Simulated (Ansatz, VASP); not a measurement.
# Two plane-wave programs on Pt2F

```
Pt F
1.0
     0.00000    2.85243    2.85243
     2.85243    0.00000    2.85243
     2.85243    2.85243    0.00000
Pt F
2 1
Direct
  0.25000 0.25000 0.25000
  0.75000 0.75000 0.75000
  0.00000 0.00000 0.00000
```

The cell was built by a generator and needn't be a form met in nature.

Alike in both runs: task relaxation of cell and atoms; functional PBE; k mesh 8 × 8 × 8; occupations fermi-dirac, width 0.05 eV; no spin polarisation.

|  | VASP | Ansatz |
| --- | --- | --- |
| version | VASP 6.6.1 | Ansatz 0.2.0 |
| potentials or method | VASP PAW PBE potentials, release 64 (Pt_GW, F_GW) | Ansatz PAW |
| plane-wave cutoff (eV) | 900 | 420 |
| valence electrons in the cell | 27 | 43 |

```tsv
	VASP	Ansatz	Ansatz less VASP
gap on the k mesh at the Fermi level, each at its own relaxed structure (eV)	none	none	-
relaxed volume (Å³/atom)	15.42	15.49	+0.069
relaxed cell length with the largest relative difference (Å)	4.029	4.035	+0.0060
```

A gap of «none» marks a metal or a gap that the smearing closes. The two sets of potentials don't hold the same shells in valence.

Caveats: an odd number of electrons without spin polarisation forces a metal; a magnetic or distorted state may lie lower; the plane-wave basis is chosen anew once the cell has moved, so the energies of steps on either side of that aren't comparable (Ansatz). Spin-orbit coupling is left out, which matters for the levels of Pt.
